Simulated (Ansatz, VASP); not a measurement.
# BW5 in VASP and in Ansatz

Contents of INCAR:

```
PREC = Accurate ; ENCUT = 600
EDIFF = 1E-6 ; ISMEAR = 0
SIGMA = 0.1 ; LREAL = F
LASPH = T ; NELM = 100
ALGO = Normal ; ISIF = 3
LWAVE = F ; LCHARG = F
GGA = PE ; IBRION = 2
NSW = 100 ; EDIFFG = -0.01
```

File KPOINTS:

```
regular mesh
0
Gamma
  10 10 10
```

The input POSCAR:

```
BW5
1.0
    0.0000000000      3.6594690796      3.6594690796
    3.6594690796      0.0000000000      3.6594690796
    3.6594690796      3.6594690796      0.0000000000
B W
1 5
Direct
    0.0000000000      0.0000000000      0.0000000000
    0.2500000000      0.2500000000      0.2500000000
    0.6255227320      0.6255227320      0.6255227320
    0.1234318041      0.6255227320      0.6255227320
    0.6255227320      0.6255227320      0.1234318041
    0.6255227320      0.1234318041      0.6255227320
```

Input for Ansatz:

```yaml
crystal:
  lattice:
    - [0.0, 3.6594690796, 3.6594690796]
    - [3.6594690796, 0.0, 3.6594690796]
    - [3.6594690796, 3.6594690796, 0.0]
  atoms:
    - { symbol: B, position: [0.0, 0.0, 0.0] }
    - { symbol: W, position: [0.25, 0.25, 0.25] }
    - { symbol: W, position: [0.625522732, 0.625522732, 0.625522732] }
    - { symbol: W, position: [0.1234318041, 0.625522732, 0.625522732] }
    - { symbol: W, position: [0.625522732, 0.625522732, 0.1234318041] }
    - { symbol: W, position: [0.625522732, 0.1234318041, 0.625522732] }
basis:
  ecutwfc: 420
kpoints:
  mp_grid: { grid: [10, 10, 10] }
hamiltonian:
  xc: pbe
scf:
  occupations: { method: gaussian, width: 0.1 }
output:
  forces: true
  stress: true
  eigenvalues: true
  write_density: true
  write_potential: true
  elf: true
  volumetric_format: npy
relax:
  adjacent_minimum: "off"
  f_tol: 0.01
  max_steps: 80
  cell: { stress_tol: 0.05 }
```

Change from the starting cell: species swapped into the CaAu5 type (F-43m, No. 216).

Alike in both runs: task relaxation of cell and atoms; functional PBE; k mesh 10 × 10 × 10; occupations gaussian, width 0.1 eV; no spin polarisation.

|  | VASP | Ansatz |
| --- | --- | --- |
| version | VASP 6.6.1 | Ansatz 0.2.0 |
| potentials or method | VASP PAW PBE potentials, release 64 (B, W_sv) | scalar-relativistic, plane waves, PAW |
| plane-wave cutoff (eV) | 600 | 420 |
| valence electrons in the cell | 73 | 73 |

```tsv
	VASP	Ansatz	Ansatz less VASP
gap on the k mesh at the Fermi level, each at its own relaxed structure (eV)	none	none	-
relaxed volume (Å³/atom)	16.40	16.35	-0.048
relaxed cell length with the largest relative difference (Å)	5.182	5.177	-0.0051
```

A gap of «none» marks a metal or a gap that the smearing closes.

Spin-orbit coupling is left out, which matters for the levels of W.
